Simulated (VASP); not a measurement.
Here is a VASP 6.6.1 calculation.

Contents of INCAR:

```
  PREC = Accurate
  ENCUT = 600
  EDIFF = 1E-7
  ISMEAR = 0
  SIGMA = 0.1
  LREAL = F
  LASPH = T
  NELM = 100
  ALGO = Normal
  ISIF = 3
  LWAVE = F
  LCHARG = F
  GGA = PE
  IBRION = 2
  NSW = 100
  EDIFFG = -0.01
```

Contents of KPOINTS:

```
Automatic mesh
0
Gamma
  8 8 8
```

POSCAR

```
HPtBr3
1.0
    4.5992933587      0.0000000000      0.0000000000
    0.0000000000      4.5992933587      0.0000000000
    0.0000000000      0.0000000000      4.5992933587
H Pt Br
1 1 3
Direct
    0.0000000000      0.0000000000      0.0000000000
    0.5000000000      0.5000000000      0.5000000000
    0.5000000000      0.0000000000      0.0000000000
    0.0000000000      0.5000000000      0.0000000000
    0.0000000000      0.0000000000      0.5000000000
```

Potentials or basis: VASP PAW PBE potentials, release 64 (H, Pt, Br).

The run is started by

```bash
$ cat potpaw_PBE.64/H/POTCAR potpaw_PBE.64/Pt/POTCAR potpaw_PBE.64/Br/POTCAR > POTCAR
$ mpirun -np 1 vasp_std > vasp.out
```

(1) Predict the space group after relaxing (to 0.05 Å).

(2) Estimate the relaxed cell.

Answers

(1) Pm-3m (No. 221).

(2) a = 4.591 Å, b = 4.591 Å, c = 4.591 Å, α = 90.00°, β = 90.00°, γ = 90.00°.
